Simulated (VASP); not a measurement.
A convergence study with VASP on Al3Sc (L1_2): one setting is varied, all else stays as given below, so the limit is that of these other settings. Each run relaxes cell and ions from the cell shown.

```
CELL_PARAMETERS angstrom
      4.10000     0.00000     0.00000
      0.00000     4.10000     0.00000
      0.00000     0.00000     4.10000
ATOMIC_POSITIONS crystal
  Sc 0.00000 0.00000 0.00000
  Al 0.00000 0.50000 0.50000
  Al 0.50000 0.00000 0.50000
  Al 0.50000 0.50000 0.00000
```

The numbers are results of PBE GGA, VASP's PBE PAW potentials (set 64) (plane waves; VASP), not measurements. The tightest run used: 550 eV cut-off, 11×11×11 Γ-centred mesh, first-order Methfessel-Paxton smearing of 0.10 eV, potentials Sc_sv Al.

| setting | relaxed volume (Å³/atom) | E (eV/atom) | irreducible k-points |
|---|---|---|---|
| 2×2×2 mesh | 18.269 | -4.4901 | 4 |
| 3×3×3 mesh | 17.311 | -4.7800 | 4 |
| 4×4×4 mesh | 17.335 | -4.7913 | 10 |

Task: These are the cheaper rows. Estimate the results at 11×11×11 mesh, and how far the last row shown lies from them.

Result: 
```json
[
 {"quantity": "relaxed volume (Å³/atom)", "tightest run": "17.298", "last row shown is off by": "0.037"},
 {"quantity": "E (eV/atom)", "tightest run": "-4.8254", "last row shown is off by": "0.0342"}
]
```

Left out are rungs that failed or repeat a setting and relaxations that didn't move; long series are thinned to 24 rows.

The compound is Al3Sc in the L1_2 structure.
